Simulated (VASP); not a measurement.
Method: TPSS meta-GGA, VASP's PBE PAW potentials (set 64) (plane waves; VASP).

A VASP calculation is set up with these files.

KPOINTS:
```
Automatic
0
G
9 9 9
```

INCAR:
```
! general
SYSTEM =BAs
PREC   =Accurate
ENCUT  =520
LREAL  =.False.
LASPH  =.True.

! electronic loop
EDIFF  =1E-7
NELM   =100
ALGO   =Normal
LMAXMIX=4
LMIXTAU=.True.

! smearing
ISMEAR =0
SIGMA  =0.05

! functional
METAGGA=TPSS

! ions
ISIF   =2

! output
LWAVE  =.False.
LCHARG =.False.
```

POSCAR:
```
BAs
1
    0.0000000000     2.4516552283     2.4516552283
    2.4516552283     0.0000000000     2.4516552283
    2.4516552283     2.4516552283     0.0000000000
B As
1 1
Direct
  0.0000000000   0.0000000000   0.0000000000
  0.2500000000   0.2500000000   0.2500000000
```

POTCAR, in this order: B As (PBE.64 set). Program: vasp_std.

Output of the run:

OSZICAR:
```
       N       E                     dE             d eps       ncg     rms          rms(c)
DAV:   1     0.618091168757E+01    0.61809E+01   -0.39420E+03   560   0.906E+02
DAV:   2    -0.192460328700E+02   -0.25427E+02   -0.24262E+02   824   0.122E+02
DAV:   3    -0.197732018769E+02   -0.52717E+00   -0.52717E+00   680   0.229E+01
DAV:   4    -0.197742514058E+02   -0.10495E-02   -0.10495E-02   856   0.112E+00
DAV:   5    -0.197742524488E+02   -0.10430E-05   -0.10430E-05   672   0.236E-02    0.371E+00
DAV:   6    -0.205175586373E+02   -0.74331E+00   -0.54474E+00   664   0.287E+01    0.268E+00
DAV:   7    -0.200726745041E+02    0.44488E+00   -0.95187E+03   560   0.241E+05    0.119E+00
DAV:   8    -0.198654900852E+02    0.20718E+00   -0.11046E+00   736   0.206E+01    0.619E-01
DAV:   9    -0.204784405844E+02   -0.61295E+00   -0.17948E+00   576   0.201E+01    0.465E-01
DAV:  10    -0.205429080460E+02   -0.64467E-01   -0.25814E-01   624   0.522E+00    0.209E-01
DAV:  11    -0.205327993073E+02    0.10109E-01   -0.54326E-03   672   0.819E-01    0.183E-01
DAV:  12    -0.205607036266E+02   -0.27904E-01   -0.22755E-02   608   0.180E+00    0.196E-01
DAV:  13    -0.205613407267E+02   -0.63710E-03   -0.38076E-04   856   0.164E-01    0.229E-01
DAV:  14    -0.205597429077E+02    0.15978E-02   -0.82322E-04   728   0.284E-01    0.340E-01
DAV:  15    -0.205598732141E+02   -0.13031E-03   -0.15161E-04   592   0.105E-01    0.229E-01
DAV:  16    -0.205589221211E+02    0.95109E-03   -0.25528E-02   720   0.126E+00    0.108E+00
DAV:  17    -0.205616841275E+02   -0.27620E-02   -0.51869E-03   568   0.641E-01    0.448E-01
DAV:  18    -0.205618447575E+02   -0.16063E-03   -0.23162E-03   656   0.345E-01    0.108E-01
DAV:  19    -0.205620377005E+02   -0.19294E-03   -0.17307E-04   784   0.138E-01    0.530E-02
DAV:  20    -0.205620631298E+02   -0.25429E-04   -0.82735E-05   760   0.837E-02    0.688E-03
DAV:  21    -0.205620716288E+02   -0.84990E-05   -0.64219E-06   584   0.365E-02    0.744E-03
DAV:  22    -0.205620736230E+02   -0.19942E-05   -0.81939E-06   576   0.382E-02    0.454E-03
DAV:  23    -0.205620758543E+02   -0.22313E-05   -0.82115E-07   736   0.153E-02    0.181E-03
DAV:  24    -0.205620761805E+02   -0.32619E-06   -0.52630E-07   640   0.661E-03    0.110E-03
DAV:  25    -0.205620761783E+02    0.21415E-08   -0.27303E-08   288   0.207E-03
   1 F= -.20562076E+02 E0= -.20562076E+02  d E =-.727580E-15
```

OUTCAR:
```
------------------------ aborting loop because EDIFF is reached ----------------------------------------
  FORCE on cell =-STRESS in cart. coord.  units (eV):
  Direction    XX          YY          ZZ          XY          YZ          ZX
  --------------------------------------------------------------------------------------
  Total       -1.2581553     -1.2581553     -1.2581553      0.0000000      0.0000000     -0.0000000
  in kB      -68.3969342    -68.3969342    -68.3969342      0.0000000      0.0000000     -0.0000000
  external PRESSURE =     -68.3969342 kB  Pullay stress =       0.0000000 kB
  volume of cell :       29.47
      direct lattice vectors                 reciprocal lattice vectors
     0.000000000  2.451655228  2.451655228    -0.203943847  0.203943847  0.203943847
     2.451655228  0.000000000  2.451655228     0.203943847 -0.203943847  0.203943847
     2.451655228  2.451655228  0.000000000     0.203943847  0.203943847 -0.203943847
  FREE ENERGIE OF THE ION-ELECTRON SYSTEM (eV)
  ---------------------------------------------------
  free  energy   TOTEN  =       -20.5620761783 eV

  energy  without entropy=      -20.5620761783  energy(sigma->0) =      -20.56207618
```
(Selected blocks of OUTCAR.)

The compound is BAs in the zinc blende structure. This cell is one point of a volume scan, at 1.06 of the reference volume.
